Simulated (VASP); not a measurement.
Input:

```
CELL_PARAMETERS angstrom
     -1.40206     1.40206     1.40206
      1.40206    -1.40206     1.40206
      1.40206     1.40206    -1.40206
ATOMIC_POSITIONS crystal
  Li 0.00000 0.00000 0.00000
```

All values below come from LDA (Ceperley-Alder, Perdew-Zunger), VASP's LDA PAW potentials (set 64) (plane waves; VASP 6.6.1). Numerical set-up: 620 eV cut-off, 18×18×18 Γ-centred mesh, first-order Methfessel-Paxton smearing of 0.10 eV, potentials Li_sv.

Question: Predict the energy per atom (σ→0), pressure, band gap (on the k-mesh) with the smallest direct gap where there is one.

Answer: 
```
Property                                                    Result
------------------------  ----------------------------------------
band gap (on the k-mesh)  none (metal, semimetal or under 0.01 eV)
energy per atom (σ→0)                               -1.700 eV/atom
pressure                                                 20.22 GPa
```

The absolute energy has meaning only against runs of the same code, potentials and settings.

The compound is Li in the bcc structure. It was relaxed first under an external pressure of 20 GPa.
